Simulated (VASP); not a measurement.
Here is the system:

```
As
1.0
    3.75397    -1.91760     0.00000
    3.75397     1.91760     0.00000
    2.77442     0.00000     3.17365
As
2
Direct
  0.22700   0.22700   0.22700
  0.77300   0.77300   0.77300
```

Method: RPBE GGA, VASP's PBE PAW potentials (set 64) (plane waves; VASP). Numerical set-up: 400 eV cut-off, 10×10×10 Γ-centred mesh, first-order Methfessel-Paxton smearing of 0.10 eV, potentials As.

**Question.** Estimate the energy per atom (σ→0), largest force, band gap (on the k-mesh) with the smallest direct gap where there is one.

**Answer.** 
```
Property                                                     Value
------------------------  ----------------------------------------
band gap (on the k-mesh)  none (metal, semimetal or under 0.01 eV)
energy per atom (σ→0)                               -4.309 eV/atom
largest force                                      0.00281 Ry/bohr
```

The compound is As in the a7 structure. The cell was not relaxed at this level. The run is one of a series of settings (GGA = RP against the base run), some of them coarse on purpose.
